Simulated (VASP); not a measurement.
```
CELL_PARAMETERS angstrom
      0.00000     2.67340     2.67340
      2.67340     0.00000     2.67340
      2.67340     2.67340     0.00000
ATOMIC_POSITIONS crystal
  Co 0.00000 0.00000 0.00000
  Si 0.25000 0.25000 0.25000
  Si 0.75000 0.75000 0.75000
```

Level of theory: optB86b-vdW, VASP's PBE PAW potentials (set 64) (plane waves; VASP). Numerical set-up: 520 eV cut-off, Gaussian smearing of 0.050 eV, potentials Co Si.

Q: Predict the band gap (along the path) with the smallest direct gap where there is one.

A: 
```yaml
band gap (along the path): none (metal, semimetal or under 0.01 eV)
```

Total energies compare only between runs with the same potentials, cut-off and functional.

The compound is CoSi2 in the fluorite structure. It was relaxed first. The run is not spin-polarised, so no magnetic state was tried. The electron count is odd and the run is not spin-polarised, which forces a metal.
